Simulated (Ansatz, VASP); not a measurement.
# Sb (Antimony): VASP beside Ansatz, part 2 of 2

Wanted: the spread between two codes on one cell, functional and k mesh.  Valence electrons are named where the data sets of a main pair hold unlike numbers.

VASP 6.6.1 and Ansatz 0.2.0.

So far. Step 2 (Ansatz: single point, PBEsol): The run ends at a pressure of 0.11 GPa, with forces up to 0.0082 eV/Å.

## 6. VASP: relaxation, PBE

Level of this step: PBE; plane waves and PAW (Sb) (VASP).

This run makes the geometry at which the two programs are then compared. The cell compared in this pair holds 64.48 Å³, against 60.41 Å³ for the pair before.

File INCAR:

```
SYSTEM = Sb
PREC = Accurate
ENCUT = 450
EDIFF = 1E-06
NELM = 100
ISMEAR = 1
SIGMA = 0.15
LREAL = .FALSE.
ALGO = Normal
GGA = PE
NBANDS = 11
LORBIT = 11
LWAVE = .FALSE.
LCHARG = .FALSE.
KPAR = 2
IBRION = 2
NSW = 30
ISIF = 4
EDIFFG = -0.01
```

File POSCAR:

```
Sb
1.0
    2.1998911295      1.2701077357      3.8464569708
   -2.1998911295      1.2701077357      3.8464569708
    0.0000000000     -2.5402154715      3.8464569708
Sb
2
Direct
    0.7666890709      0.7666890709      0.7666890709
    0.2333109291      0.2333109291      0.2333109291
```

File KPOINTS:

```
Automatic mesh
0
Gamma
12 12 12
0 0 0
```

PAW data sets: Sb (PBE family, release 64).

Started as:

```sh
mpirun -np 2 vasp_std
```

Numbers of over 12 decimals in the logs are rounded to 6 here.

The log of the run:

```text
[banner, memory and clock lines left out]
running    2 mpi-ranks, on    1 nodes
[...]
LDA part: xc-table for (Slater+PW92), standard interpolation
 POSCAR, INCAR and KPOINTS ok, starting setup
[...]
entering main loop
       N       E                     dE             d eps       ncg     rms          rms(c)
DAV:   1     0.314580850404E+02    0.31458E+02   -0.32366E+03  4158   0.629E+02
DAV:   2    -0.655502107678E+01   -0.38013E+02   -0.36787E+02  5674   0.105E+02
DAV:   3    -0.825571067978E+01   -0.17007E+01   -0.16743E+01  5049   0.249E+01
DAV:   4    -0.827193718106E+01   -0.16227E-01   -0.16199E-01  4709   0.288E+00
[...]
DAV:   8    -0.827216954800E+01   -0.11817E-03   -0.21534E-04  4803   0.933E-02    0.271E-02
DAV:   9    -0.827220201533E+01   -0.32467E-04   -0.50010E-05  4545   0.454E-02    0.504E-03
DAV:  10    -0.827220244241E+01   -0.42708E-06   -0.64316E-06  4850   0.139E-02
   1 F= -.82722024E+01 E0= -.82723344E+01  d E =-.827220E+01
[... from here on, the cycles between the ionic steps are left out ...]
   2 F= -.82726948E+01 E0= -.82728214E+01  d E =-.492400E-03
   3 F= -.82730030E+01 E0= -.82731248E+01  d E =-.800589E-03
   4 F= -.82730177E+01 E0= -.82731386E+01  d E =-.815216E-03
   5 F= -.82730846E+01 E0= -.82731975E+01  d E =-.669634E-04
 trial-energy change:   -0.000067  1 .order   -0.000066   -0.000091   -0.000042
 step:   2.4599(harm=  2.4599)  dis= 0.00002  next Energy=    -8.273102 (dE=-0.841E-04)
 reached required accuracy - stopping structural energy minimisation
```

OUTCAR, selected parts (step 6):

```text
  Total       -0.1966086     -0.1966086     -0.1684977      0.0000000      0.0000000      0.0000000
  in kB       -4.8849389     -4.8849389     -4.1864955      0.0000000      0.0000000      0.0000000
  external PRESSURE =      -4.6521245 kB  Pullay stress =       0.0000000 kB

 POSITION                                       TOTAL-FORCE (eV/Angst)
 -----------------------------------------------------------------------------------
     -0.00000     -0.00000      8.89380         0.000000      0.000000     -0.004476
     -0.00000     -0.00000      2.69395        -0.000000     -0.000000      0.004476
 -----------------------------------------------------------------------------------
    total drift:                               -0.000000     -0.000000      0.000000

  FREE ENERGIE OF THE ION-ELECTRON SYSTEM (eV)
  ---------------------------------------------------
  free  energy   TOTEN  =        -8.2730846221 eV

  energy  without entropy=       -8.2734234046  energy(sigma->0) =       -8.27319755

 reached required accuracy - stopping structural energy minimisation

[... 3 further parts left out ...]
[key lines of the parts left out:]
E-fermi :   6.4231
```

The run keeps the 12 symmetry operations of its start, so it cannot find a distortion of lower symmetry.

## 7. Ansatz: single point, PBE, volume scaled by 1.015

The same cell, functional, mesh and smearing now go to Ansatz, which takes its cutoff from its data sets.

The structure compared here is the end of the VASP relaxation.

File input.yaml:

```yaml
crystal:
  lattice:
    - [2.19529404, 1.26745361, 3.8625833]
    - [-2.19529404, 1.26745361, 3.8625833]
    - [0.0, -2.53490721, 3.8625833]
  atoms:
    - { symbol: Sb, position: [0.76751766, 0.76751766, 0.76751766] }
    - { symbol: Sb, position: [0.23248234, 0.23248234, 0.23248234] }
hamiltonian:
  xc: pbe
  pseudopotentials: { kind: paw }
kpoints:
  mp_grid: { grid: [12, 12, 12] }
scf:
  occupations: { method: methfessel_paxton, width: 0.15 }
  n_extra_bands: 4
output:
  forces: true
  stress: true
  eigenvalues: true
  write_density: true
  write_potential: true
  elf: true
  volumetric_format: npy
```

Started as:

```sh
ansatz run input.yaml --threads 2 --pin off --max-ram 4608MiB --backend cpu --events-out ev --progress --plain --runs-dir out
```

The log of the run:

```text
[...]
Crystal: 2 atoms, lattice volume = 64.484 Å³
Basis set: ecut = 420 eV, 1285 PW (Γ), exchange–correlation on 64×64×64 points (8 copies of the dense FFT grid, shifted against one another)
Bands: 19, of which v1, the nominal top of the filled ones, is band 15 counted from 1 (14 counted from 0)
Symmetry: 12 space group operations
[...]
k-points: 189 of 1728
[...]
--- Band table (eV; the first three rows and the last of 189) ---
  k-point 0: bands = [... 11 lower, 3.9857, 7.1978, 7.4513, 7.4513, 11.0752, 11.6842, 11.6842, 14.3748]
  k-point 1: bands = [... 11 lower, 3.7122, 7.2288, 7.4305, 7.5198, 11.0604, 11.4788, 11.5275, 14.0138]
  k-point 2: bands = [... 11 lower, 3.0285, 7.2298, 7.3797, 7.7381, 10.8163, 11.0380, 11.1167, 13.7889]
  k-point 188: bands = [... 11 lower, 0.4611, 7.8860, 7.8860, 8.5700, 9.3923, 9.3923, 10.1759, 15.9410]
[key lines of the parts left out:]
SCF converged after 7 iterations
Free energy (F): -12968.977281 eV
Fermi energy:    9.056622 eV
P = ⅓ Tr σ = -0.5014 GPa (-5.014 kbar)
```

It took 16 s on 2 threads of Arm Neoverse N1, shared host; peak memory 0.46 GiB.

The run ends at a pressure of -0.50 GPa, with forces up to 0.033 eV/Å.

## 8. Comparison

What differs besides the data sets and the points named for the pairs above, as far as they apply: the data sets hold 30 valence electrons in Ansatz (on its default PAW (the set named soft_2) files) and 10 in VASP; the cutoff is 420 eV in Ansatz and 450 eV in VASP. Total energies have different zeros and are not compared.

Both answers:

| quantity | Ansatz | VASP | difference |
| --- | --- | --- | --- |
| pressure (GPa) | -0.50 | -0.47 | -0.04 |

At this near-relaxed geometry the largest component of a force difference is 37 meV/Å. Ansatz's pressure holds a Pulay correction of 0.03 GPa; VASP's holds none.

## 9. What the set-up changes

Further runs change the set-up of one program: Ansatz's method, potentials or start, or VASP's data sets, cutoff or form of LDA. The table gives Ansatz less VASP for each quantity, since a change that brings one quantity closer may part another.

| run | r.m.s. force difference (meV/Å) | pressure (GPa) |
| --- | --- | --- |
| as above | 21 | -0.036 |
| Ansatz's all-electron LAPW method | 22 | -0.030 |
| Ansatz's larger PAW set (cutoff 430 eV) | 21 | -0.033 |
| norm-conserving potentials (cutoff 1088 eV) | 21 | -0.016 |

## 10. Outcome

```
r.m.s. force difference (single point, PBEsol)                      : 32 meV/Å
r.m.s. force difference (single point, PBE, volume scaled by 1.015) : 21 meV/Å
```

The r.m.s. force difference is 32 meV/Å (single point, PBEsol), beyond the 12 meV/Å picked in this series as the mark of a large difference. The data sets hold unlike numbers of valence electrons (30 in Ansatz and 10 in VASP), so part of the differences comes from the potentials. For single point, PBEsol, no further run moves any of the tabulated differences by more than a quarter of its size. Single point, PBE, volume scaled by 1.015, norm-conserving potentials (cutoff 1088 eV): the difference in pressure goes from -0.036 to -0.016 GPa. How closely two codes agree says nothing of how well the functional describes the real material.

[Lines on the potential files, build, host, timing and source positions are cut from VASP's logs without a mark.]

[Logs are printed without paths, hosts, clocks, repeated set-up lines and the standing remarks that a program may print on its own settings, such as how far it seeks lower states.]

[Hosts, paths, dates, database ids (printed as entryN), source tags and the programs' standing remarks are cut or masked in the printed files.]
